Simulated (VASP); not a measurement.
Data:

```yaml
crystal:
  lattice:
    - [0.00000, 2.49756, 2.49756]
    - [2.49756, 0.00000, 2.49756]
    - [2.49756, 2.49756, 0.00000]
  atoms:
    - { symbol: Zr, position: [0.00000, 0.00000, 0.00000] }
    - { symbol: O, position: [0.25000, 0.25000, 0.25000] }
    - { symbol: O, position: [0.75000, 0.75000, 0.75000] }
```

Level of theory: PBE GGA, VASP's PBE PAW potentials (set 64) (plane waves; VASP 6.6.1). Settings: 620 eV cut-off, 8×8×8 Γ-centred mesh, Gaussian smearing of 0.050 eV, potentials Zr_sv O.

Q: Estimate the energy per atom (σ→0), pressure, band gap (on the k-mesh) with the smallest direct gap where there is one.

A: 
```json
{
  "band gap (on the k-mesh)": "3.51 eV",
  "smallest direct gap (on the k-mesh)": "4.00 eV",
  "energy per atom (σ→0)": "-9.478 eV/atom",
  "pressure": "19.77 GPa"
}
```

Total energies compare only between runs with the same potentials, cut-off and functional.

The compound is ZrO2 in the fluorite structure, the high-temperature cubic form, which is unstable at 0 K; the monoclinic form is the stable one. It was relaxed first under an external pressure of 20 GPa.
